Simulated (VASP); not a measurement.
VASP input:

### INCAR
```
# general
SYSTEM  = Ca
PREC    = Accurate
ENCUT   = 500
LREAL   = .FALSE.
LASPH   = .TRUE.

# electronic loop
EDIFF   = 1E-6
NELM    = 100
ALGO    = Normal

# smearing
ISMEAR  = 1
SIGMA   = 0.1

# ions
IBRION  = 2
NSW     = 40
ISIF    = 3
EDIFFG  = -0.02
PSTRESS = 450

# output
LWAVE   = .FALSE.
LCHARG  = .FALSE.
```

POSCAR:
```
Ca
1
   -0.0000000000     2.0531472781     2.0531472781
    2.0531472781     0.0000000000     2.0531472781
    2.0531472781     2.0531472781    -0.0000000000
Ca
1
Direct
  0.0000000000   0.0000000000   0.0000000000
```

### KPOINTS
```
Automatic mesh
0
Gamma
15 15 15
0 0 0
```

POTCAR, in this order: Ca_sv (LDA.64 set). Program: vasp_std.

Problem. Write an equivalent input for Quantum ESPRESSO's pw.x.

Solution. One equivalent input (not run):
```
&CONTROL
  calculation = 'vc-relax'
  pseudo_dir = './pseudo'
  outdir = './out'
  tprnfor = .true.
  tstress = .true.
  nstep = 40
  forc_conv_thr = 0.00078
/
&SYSTEM
  ibrav = 0
  nat = 1
  ntyp = 1
  ecutwfc = 72
  occupations = 'smearing'
  smearing = 'methfessel-paxton'
  degauss = 0.00735
  input_dft = 'pz'
/
&ELECTRONS
  conv_thr = 7.3e-08
  electron_maxstep = 100
/
&IONS
/
&CELL
  press = 450
/
ATOMIC_SPECIES
  Ca 40.078 Ca.upf
CELL_PARAMETERS angstrom
    -0.0000000    2.0531473    2.0531473
     2.0531473    0.0000000    2.0531473
     2.0531473    2.0531473   -0.0000000
ATOMIC_POSITIONS crystal
  Ca   0.0000000  0.0000000  0.0000000
K_POINTS automatic
  15 15 15 0 0 0
```
The two are equivalent in intent, not identical: the potentials are each code's own (VASP's PAW set, PseudoDojo norm-conserving files in pw.x), so ENCUT and ecutwfc are chosen apart and not converted; conv_thr bounds pw.x's estimated SCF error, while EDIFF bounds the energy change between steps; forc_conv_thr acts on force components and is met together with etot_conv_thr.

The compound is Ca in the fcc structure. This run relaxes it under an external pressure of 45 GPa. Symmetry was kept, so distortions that lower it aren't found.
